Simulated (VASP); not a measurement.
PdC (relaxed from the wurtzite structure, space group P6_3mc): computed properties

Method: PBEsol GGA, VASP's PBE PAW potentials (set 64) (plane waves; VASP).

| Quantity | Value |
|---|---|
| space group | P6_3mc (186) |
| cell | a = 3.151 Å, b = 3.151 Å, c = 5.829 Å, α = 90.00°, β = 90.00°, γ = 120.00° |
| volume per atom | 12.53 Å³/atom |
| band gap (over mesh and band path) | none (metal, semimetal or under 0.01 eV) |
| density | 7.84 g/cm³ |

PdC is taken in the hexagonal space group P6₃mc (No. 186), the wurtzite structure, Pearson symbol hP4. Cell: a = 3.1514 Å, b = 3.1514 Å, c = 5.8295 Å, α = 90.00°, β = 90.00°, γ = 120.00°. Pd on 2b has 4 C at 1.998–2.089 Å (tetrahedral). C on 2b sees 4 Pd at 1.998–2.089 Å (tetrahedral). (Neighbours: up to the widest gap in distance over summed covalent radii, below 1.35, at either atom; cation-cation and far metal-metal contacts left out.)

The structure was generated: PdC was put into the wurtzite type (P6_3mc), which need not be its known phase. It was relaxed first, which changed the volume by -18 %. Symmetry was kept, so distortions that lower it aren't found.
